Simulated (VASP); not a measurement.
Band gaps of AlInSb2 (space group P-4m2) from VASP (PAW), without and with spin-orbit coupling. Semilocal levels are at their own relaxed cell, hybrids and mBJ at PBE's; 0.00 means no gap at that level.  Unless said otherwise, spin-orbit coupling is left out, though it shifts the bands of the heavy elements here.

The cell of the PBEsol run:

```cif
data_AlInSb2
_chemical_formula_sum 'Al1 In1 Sb2'
_space_group_name_H-M_alt 'P 1'
_space_group_IT_number 1
_cell_length_a 4.49234
_cell_length_b 4.49234
_cell_length_c 6.29720
_cell_angle_alpha 90.000
_cell_angle_beta 90.000
_cell_angle_gamma 90.000
loop_
_space_group_symop_operation_xyz
  'x, y, z'
loop_
_atom_site_label
_atom_site_type_symbol
_atom_site_fract_x
_atom_site_fract_y
_atom_site_fract_z
_atom_site_occupancy
Al1 Al 0.00000 0.00000 0.00000 1
In1 In 0.50000 0.50000 0.50000 1
Sb1 Sb 0.00000 0.50000 0.23338 1
Sb2 Sb 0.50000 0.00000 0.76662 1
```

```json
[
 {"level": "PBEsol", "gap without SOC (eV)": "0.51", "gap with SOC (eV)": "?", "shift (eV)": "?"}
]
```

Q: What belongs in the gaps?

A: 
- PBEsol, gap with SOC (eV): 0.28
- PBEsol, shift (eV): -0.23

Only levels that ran to the end are used. Left out are those held back, those with too coarse a band path, GW runs whose mesh misses a band edge, hybrids' fits of cells that aren't cubic and levels without matching references; a question may draw on a part of the rest.

The structure comes from a computed database's AlInSb2 entry (P-4m2); how it stands against other phases isn't given here. It was relaxed first. Symmetry was kept, so distortions that lower it aren't found.
